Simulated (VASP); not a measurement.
A convergence study with VASP on Ag (fcc): one setting is varied, all else stays as given below, so the limit is that of these other settings. Each run relaxes cell and ions from the cell shown.

```
Ag
1.0
    0.00000     2.04500     2.04500
    2.04500     0.00000     2.04500
    2.04500     2.04500     0.00000
Ag
1
Direct
  0.00000   0.00000   0.00000
```

Calculation: PBE GGA, VASP's PBE PAW potentials (set 64) (plane waves; VASP). The tightest run used: 550 eV cut-off, 20×20×20 Γ-centred mesh, first-order Methfessel-Paxton smearing of 0.10 eV, potentials Ag.

```tsv
setting	relaxed volume (Å³/atom)	E (eV/atom)	irreducible k-points
2×2×2 mesh	21.231	-0.9797	3
3×3×3 mesh	17.250	-3.0293	4
4×4×4 mesh	17.951	-2.5362	8
5×5×5 mesh	17.642	-2.8330	10
6×6×6 mesh	17.957	-2.6486	16
7×7×7 mesh	17.731	-2.7657	20
8×8×8 mesh	17.921	-2.6885	29
```

Task: These are the cheaper rows. Estimate the results at 20×20×20 mesh, and how far the last row shown lies from them.

Result: 
| quantity | tightest run | last row shown is off by |
|---|---|---|
| relaxed volume (Å³/atom) | 17.802 | 0.119 |
| E (eV/atom) | -2.7196 | 0.0311 |

Left out are rungs that failed or repeat a setting and relaxations that didn't move; long series are thinned to 24 rows.

The compound is Ag in the fcc structure.
